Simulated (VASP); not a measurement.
The input files of a VASP run:

POSCAR:
```
GaAs
1
   -0.0000000000     2.8284858617     2.8284858617
    2.8284858617     0.0000000000     2.8284858617
    2.8284858617     2.8284858617    -0.0000000000
Ga As
1 1
Direct
  0.0000000000   0.0000000000   0.0000000000
  0.2455806744   0.2544193256   0.2544193256
```

### INCAR
```
ISIF  =  2
ISMEAR  =  0
SIGMA  =  0.05   # width (eV)
ALGO  =  Normal
ENCUT  =  480   # plane-wave cut-off (eV)
LASPH  =  .TRUE.   # aspherical one-centre terms
SYSTEM  =  GaAs
PREC  =  Accurate
GGA  =  PS   # PBEsol
LCHARG  =  .FALSE.
LREAL  =  .FALSE.
NELM  =  100   # most electronic steps
LWAVE  =  .FALSE.
EDIFF  =  1E-7
LMAXMIX  =  4
```

**KPOINTS**
```
Automatic mesh
0
Gamma
8 8 8
0 0 0
```

POTCAR, in this order: Ga_d As (PBE.64 set). Program: vasp_std.

**Question.** Write an equivalent input for Quantum ESPRESSO's pw.x.

**Answer.** One equivalent input (not run):
```
&CONTROL
  calculation = 'scf'
  pseudo_dir = './pseudo'
  outdir = './out'
  tprnfor = .true.
  tstress = .true.
/
&SYSTEM
  ibrav = 0
  nat = 2
  ntyp = 2
  ecutwfc = 84
  occupations = 'smearing'
  smearing = 'gaussian'
  degauss = 0.003675
  input_dft = 'pbesol'
/
&ELECTRONS
  conv_thr = 7.3e-09
  electron_maxstep = 100
/
ATOMIC_SPECIES
  Ga 69.723 Ga.upf
  As 74.922 As.upf
CELL_PARAMETERS angstrom
    -0.0000000    2.8284859    2.8284859
     2.8284859    0.0000000    2.8284859
     2.8284859    2.8284859   -0.0000000
ATOMIC_POSITIONS crystal
  Ga   0.0000000  0.0000000  0.0000000
  As   0.2455807  0.2544193  0.2544193
K_POINTS automatic
  8 8 8 0 0 0
```
What does not carry over: the potentials are each code's own (VASP's PAW set, PseudoDojo norm-conserving files in pw.x), so ENCUT and ecutwfc are chosen apart and not converted; conv_thr bounds pw.x's estimated SCF error, while EDIFF bounds the energy change between steps.

The compound is GaAs in the zinc blende structure. This cell was strained or had an atom moved on purpose.
